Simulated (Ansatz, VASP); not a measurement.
# Two plane-wave programs on ZrTaN

```xyz
3
Lattice="3.0623 0.0000 0.0000 0.0000 3.0623 0.0000 0.0000 0.0000 4.6991" Properties=species:S:1:pos:R:3 pbc="T T T"
Zr    1.5311    1.5311    2.3496
Ta    0.0000    0.0000    0.0000
N     1.5311    1.5311    0.0000
```

Change from the starting cell: species swapped into the LiHPd type (P4/mmm, No. 123).

Alike in both runs: functional PBE; k mesh 6 × 6 × 4; occupations gaussian, width 0.1 eV; no spin polarisation.

Ansatz relaxed the structure, and its values are those at the end. VASP's run is a single point on that final structure, the one shown.

```csv
,VASP,Ansatz
version,VASP 6.6.1,Ansatz 0.2.0
potentials or method,"VASP PAW PBE potentials, release 64 (Zr_sv, Ta_pv, N)","scalar-relativistic, plane waves, PAW"
plane-wave cutoff (eV),520,420
valence electrons in the cell,28,30
```

|  | VASP | Ansatz | Ansatz less VASP |
| --- | --- | --- | --- |
| gap on the k mesh at the Fermi level (eV) | none | none | - |
| pressure (GPa) | 0.3 | 0.0 | -0.27 |

A gap of «none» marks a metal or a gap that the smearing closes. With one functional, cell and mesh, what is left measures potentials, basis and numerics. The two sets of potentials don't hold the same shells in valence.

Spin-orbit coupling is left out, which matters for the levels of Ta.
